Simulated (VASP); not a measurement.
OSZICAR of a VASP run on SrCl2 (fluorite):

OSZICAR:
```
       N       E                     dE             d eps       ncg     rms          rms(c)
DAV:   1     0.125324570557E+03    0.12532E+03   -0.12085E+04   512   0.139E+03
DAV:   2    -0.335970153005E+02   -0.15892E+03   -0.15307E+03   688   0.254E+02
DAV:   3    -0.422419650612E+02   -0.86449E+01   -0.86338E+01   728   0.653E+01
DAV:   4    -0.425565281922E+02   -0.31456E+00   -0.31442E+00   872   0.101E+01
DAV:   5    -0.425597851600E+02   -0.32570E-02   -0.32568E-02   744   0.106E+00    0.135E+01
DAV:   6    -0.358944434684E+02    0.66653E+01   -0.23865E+00   864   0.119E+01    0.928E+00
DAV:   7    -0.349543630898E+02    0.94008E+00   -0.10700E+00   808   0.105E+01    0.113E+00
DAV:   8    -0.356029032274E+02   -0.64854E+00   -0.11319E+00   760   0.987E+00    0.218E+00
DAV:   9    -0.350363646475E+02    0.56654E+00   -0.12859E-01   680   0.470E+00    0.157E+00
DAV:  10    -0.351604849172E+02   -0.12412E+00   -0.21025E-02   728   0.176E+00    0.131E+00
DAV:  11    -0.355985786717E+02   -0.43809E+00   -0.18742E-01   512   0.468E+00    0.544E-01
DAV:  12    -0.356206139590E+02   -0.22035E-01   -0.14203E-02   592   0.140E+00    0.364E-01
DAV:  13    -0.356188543384E+02    0.17596E-02   -0.32617E-02   512   0.213E+00    0.390E-01
DAV:  14    -0.356428835620E+02   -0.24029E-01   -0.11694E-02   512   0.135E+00    0.166E-01
DAV:  15    -0.356531826780E+02   -0.10299E-01   -0.22824E-03   512   0.560E-01    0.110E-01
DAV:  16    -0.356539019390E+02   -0.71926E-03   -0.15354E-04   808   0.133E-01    0.777E-02
DAV:  17    -0.356538608024E+02    0.41137E-04   -0.51228E-05   592   0.806E-02    0.782E-02
DAV:  18    -0.356542669908E+02   -0.40619E-03   -0.16434E-04   544   0.134E-01    0.189E-02
DAV:  19    -0.356543874612E+02   -0.12047E-03   -0.55435E-05   576   0.942E-02    0.110E-02
DAV:  20    -0.356543873029E+02    0.15829E-06   -0.52567E-07   896   0.538E-03    0.105E-02
DAV:  21    -0.356543877374E+02   -0.43445E-06   -0.57620E-09   504   0.971E-04    0.107E-02
DAV:  22    -0.356543932043E+02   -0.54670E-05   -0.30131E-06   616   0.171E-02    0.103E-02
DAV:  23    -0.356543919151E+02    0.12893E-05   -0.73687E-07   616   0.682E-03    0.523E-03
DAV:  24    -0.356543903332E+02    0.15818E-05   -0.22936E-06   632   0.145E-02    0.928E-03
DAV:  25    -0.356543919800E+02   -0.16468E-05   -0.15778E-06   536   0.118E-02    0.427E-03
DAV:  26    -0.356543923823E+02   -0.40230E-06   -0.10566E-06   632   0.759E-03    0.181E-03
DAV:  27    -0.356543926393E+02   -0.25702E-06   -0.73856E-08   416   0.322E-03    0.144E-03
DAV:  28    -0.356543924589E+02    0.18046E-06   -0.54056E-08   432   0.328E-03    0.192E-03
DAV:  29    -0.356543924855E+02   -0.26577E-07   -0.80418E-08   432   0.293E-03
   1 F= -.35654392E+02 E0= -.35654392E+02  d E =-.219882E-15
```

Task: Which electronic solver shows in the log?

Result: It is blocked Davidson (ALGO = Normal, or the opening steps of other solvers). The INCAR had ALGO = Normal.

Task: Can the final energy be trusted as converged?

Result: The run converged. It stopped with EDIFF = 1E-7, NELM = 100 (r2SCAN meta-GGA, plane waves, VASP's PBE PAW potentials (set 64)).

The compound is SrCl2 in the fluorite structure. This cell is one point of a volume scan, at 0.94 of the reference volume.
